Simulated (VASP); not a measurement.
```yaml
crystal:
  lattice:
    - [0.00000, 2.26320, 2.26320]
    - [2.26320, 0.00000, 2.26320]
    - [2.26320, 2.26320, 0.00000]
  atoms:
    - { symbol: Hf, position: [0.00000, 0.00000, 0.00000] }
    - { symbol: C, position: [0.50000, 0.50000, 0.50000] }
```

The numbers are results of PBE GGA with D3 dispersion (zero damping), VASP's PBE PAW potentials (set 64) (plane waves; VASP), not measurements. Numerical set-up: 520 eV cut-off, 14×14×14 Γ-centred mesh, first-order Methfessel-Paxton smearing of 0.10 eV, potentials Hf_pv C.

Unless said otherwise, spin-orbit coupling is left out, though it shifts the bands of the heavy elements here.

Q: Estimate the energy per atom (σ→0), pressure, band gap (on the k-mesh) with the smallest direct gap where there is one.

A: 
The band gap (on the k-mesh) is none (metal, semimetal or under 0.01 eV) and the energy per atom (σ→0) is -1038.4 kJ/mol of atoms. The pressure is 17.36 GPa.

The compound is HfC in the rock salt structure. This cell is one point of a volume scan, at 0.94 of the reference volume.
